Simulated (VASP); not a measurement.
Output of a VASP run:

**OSZICAR**
```
       N       E                     dE             d eps       ncg     rms          rms(c)
DAV:   1    -0.307560305641E+03   -0.30756E+03   -0.15142E+01   636   0.710E+00    0.123E+01
DAV:   2    -0.307785295532E+03   -0.22499E+00   -0.10342E+00   746   0.152E+00    0.840E+00
DAV:   3    -0.307760288187E+03    0.25007E-01   -0.17386E-01   770   0.702E-01    0.495E+00
DAV:   4    -0.307747557613E+03    0.12731E-01   -0.80812E-02   745   0.458E-01    0.275E+00
DAV:   5    -0.307741224454E+03    0.63332E-02   -0.11463E-02   816   0.178E-01    0.153E+00
DAV:   6    -0.307737882623E+03    0.33418E-02   -0.24013E-03   736   0.817E-02    0.834E-01
DAV:   7    -0.307736705625E+03    0.11770E-02   -0.11526E-03   729   0.552E-02    0.436E-01
DAV:   8    -0.307736342941E+03    0.36268E-03   -0.43172E-04   713   0.337E-02    0.224E-01
DAV:   9    -0.307736247900E+03    0.95042E-04   -0.21956E-04   738   0.217E-02    0.112E-01
DAV:  10    -0.307736234733E+03    0.13167E-04   -0.96358E-05   705   0.129E-02    0.563E-02
DAV:  11    -0.307736235484E+03   -0.75114E-06   -0.32703E-05   505   0.815E-03
   1 F= -.30773624E+03 E0= -.30773624E+03  d E =-.493584E-12  mag=     1.0000
```

OUTCAR:
```
------------------------ aborting loop because EDIFF is reached ----------------------------------------
  volume of cell :     1727.79
      direct lattice vectors                 reciprocal lattice vectors
    11.999521734  0.000000000  0.000000000     0.083336655  0.000000000  0.000000000
     0.000000000 11.999521734  0.000000000     0.000000000  0.083336655  0.000000000
     0.000000000  0.000000000 11.999521734     0.000000000  0.000000000  0.083336655
  FREE ENERGIE OF THE ION-ELECTRON SYSTEM (eV)
  ---------------------------------------------------
  free  energy   TOTEN  =      -307.7362354839 eV

  energy  without entropy=     -307.7362354839  energy(sigma->0) =     -307.73623548

  exchange ACFDT corr.  =         0.00000000  see jH, gK, PRB 81, 115126

 total charge

# of ion       s       p       d       tot
------------------------------------------
    1        1.177   1.398   0.229   2.804
    2        1.169   1.419   0.235   2.824
    3        1.169   1.419   0.235   2.824
    4        1.169   1.421   0.236   2.826
    5        1.170   1.418   0.235   2.822
    6        1.168   1.418   0.236   2.822
    7        1.170   1.418   0.235   2.823
    8        1.170   1.418   0.235   2.824
    9        1.173   1.406   0.230   2.809
   10        1.174   1.399   0.230   2.803
   11        1.168   1.418   0.236   2.821
   12        1.174   1.401   0.230   2.805
   13        1.170   1.418   0.235   2.824
   14        1.177   1.396   0.228   2.802
   15        1.170   1.420   0.236   2.825
   16        1.170   1.419   0.236   2.825
   17        1.173   1.408   0.230   2.811
   18        1.174   1.403   0.230   2.807
   19        1.177   1.396   0.228   2.802
   20        1.173   1.407   0.230   2.810
   21        1.173   1.412   0.231   2.816
   22        1.169   1.419   0.235   2.824
   23        1.174   1.402   0.230   2.807
   24        1.173   1.411   0.231   2.815
   25        1.170   1.419   0.235   2.824
   26        1.168   1.418   0.236   2.822
   27        1.174   1.403   0.230   2.808
   28        1.170   1.419   0.235   2.824
   29        1.174   1.401   0.230   2.805
   30        1.173   1.410   0.230   2.813
   31        1.170   1.417   0.235   2.821
   32        1.024   1.475   0.000   2.499
   33        1.025   1.473   0.000   2.498
   34        1.025   1.473   0.000   2.498
   35        1.021   1.483   0.000   2.504
   36        1.018   1.485   0.000   2.503
   37        1.018   1.485   0.000   2.503
   38        1.020   1.483   0.000   2.503
   39        1.018   1.485   0.000   2.504
   40        1.062   1.393   0.000   2.455
   41        1.018   1.485   0.000   2.503
   42        1.018   1.485   0.000   2.504
   43        1.018   1.485   0.000   2.504
   44        1.020   1.483   0.000   2.503
   45        1.024   1.475   0.000   2.499
   46        1.025   1.473   0.000   2.498
   47        1.018   1.485   0.000   2.503
   48        1.061   1.394   0.000   2.455
   49        1.018   1.486   0.000   2.504
   50        1.024   1.475   0.000   2.499
   51        1.061   1.393   0.000   2.455
   52        1.061   1.396   0.000   2.457
...
```
(Selected blocks of OUTCAR.)

**POSCAR**
```
In31P32
1
   11.9995217336     0.0000000000     0.0000000000
    0.0000000000    11.9995217336     0.0000000000
    0.0000000000     0.0000000000    11.9995217336
In P
31 32
Direct
  0.4996657085   0.0005246209   0.0003213844
  0.7490643964   0.2501665157   0.9998377279
  0.7493116442   0.9994343374   0.2505297304
  0.0004392471   0.0004963055   0.0003583628
  0.2508032956   0.2510056477   0.0004674451
  0.4996624279   0.4998489316   0.0000629694
  0.7494677435   0.7493276733   0.0005351642
  0.2508173916   0.0005955645   0.2509231005
  0.5034247772   0.2543955469   0.2544719748
  0.7454284212   0.4967339052   0.2543079665
  0.4996156338   0.0002042629   0.4999635239
  0.7454172181   0.2542409494   0.4968835901
  0.7491990932   0.0007833537   0.7494357008
  0.9999723378   0.4995258923   0.0004377497
  0.2503922245   0.7493062478   0.9998671372
  0.0004117913   0.2507486527   0.2507916479
  0.2540294724   0.5032562205   0.2538196134
  0.4974362727   0.7458433941   0.2535490376
  0.9996826436   0.0003935841   0.4996118612
  0.2540117499   0.2539689569   0.5030239461
  0.7475261042   0.7475108238   0.5014127208
  0.2504825406   0.9994903424   0.7493273396
  0.4971116655   0.2539745981   0.7455736715
  0.7476001032   0.5010913157   0.7476384493
  0.9995516275   0.7493646260   0.2505751260
  0.0002091411   0.4995491204   0.4998115037
  0.2534944326   0.7459779345   0.4973136898
  0.9998899830   0.2502069494   0.7491044135
  0.2538440105   0.4972516906   0.7456805636
  0.5015595975   0.7476223176   0.7479209270
  0.0004951835   0.7494015932   0.7493856025
  0.6247632130   0.1255651295   0.1259574919
  0.8740739578   0.3746405934   0.1257929086
  0.8740046992   0.1258421593   0.3747667226
  0.1254431582   0.1254291250   0.1254215496
  0.3753217866   0.3751166524   0.1262897830
  0.6249554709   0.6245576862   0.1258688147
  0.8751487885   0.8750748102   0.1248561134
  0.3752917785   0.1262831268   0.3751489648
  0.6165057639   0.3833664201   0.3835125180
  0.8740837190   0.6243621343   0.3747894702
  0.6247310130   0.1260180902   0.6246669981
  0.8741691292   0.3745308670   0.6245474249
  0.8750843424   0.1250262846   0.8750622695
  0.1253706057   0.6249622068   0.1256189805
  0.3747818085   0.8743617902   0.1256989002
  0.1262813349   0.3751571740   0.3750187378
  0.3821567261   0.6179319867   0.3822027750
  0.6245010237   0.8740190152   0.3749005151
  0.1256846342   0.1253447067   0.6246565490
  0.3825364219   0.3826081886   0.6172515756
  0.6217405845   0.6216516189   0.6218031699
  0.8745703400   0.8748822490   0.6253677645
  0.3747456533   0.1257825533   0.8741643158
  0.6244919299   0.3746372346   0.8742011346
  0.8748678134   0.6250594032   0.8748855828
  0.1255155704   0.8744102167   0.3748776422
  0.1258526243   0.6247412212   0.6247153823
  0.3748322760   0.8739130542   0.6246592027
  0.1255312619   0.3748951632   0.8741931423
  0.3746178735   0.6246516256   0.8741530828
  0.6252584262   0.8751784274   0.8752902722
  0.1249473919   0.8750062106   0.8751406047
```

**Question.** Reconstruct the remaining input files.

**Answer.** This is not unique; one that fits is the input of the run itself, HSE06 screened hybrid, plane waves, VASP's PBE PAW potentials (set 64).

**INCAR**
```
SYSTEM = In31P32
PREC = Normal; ENCUT = 400; LREAL = Auto
LASPH = T; ISYM = 0
EDIFF = 1E-5; NELM = 50; NELMIN = 4
ALGO = Normal; LMAXMIX = 4
ISMEAR = 0; SIGMA = 0.05
GGA = PE; LHFCALC = T; AEXX = 0.25
HFSCREEN = 0.2; PRECFOCK = Fast
ISPIN = 2; MAGMOM = 63*0.0159; NUPDOWN = 1
ISIF = 0
LWAVE = F; LCHARG = F; LORBIT = 10
```

**KPOINTS**
```
kpoints
0
G
 1 1 1
```

POTCAR, in this order: In P (PBE.64 set). Program: vasp_gam. Read from the step before: WAVECAR.

The supercell is sampled at Γ alone, which is coarse: total energies, pressure and levels can be off, energies of defects by several tenths of an eV.

The cell is a supercell with a defect, built from InP (zinc blende): vac_In. The cell's shape comes from a PBE relaxation.
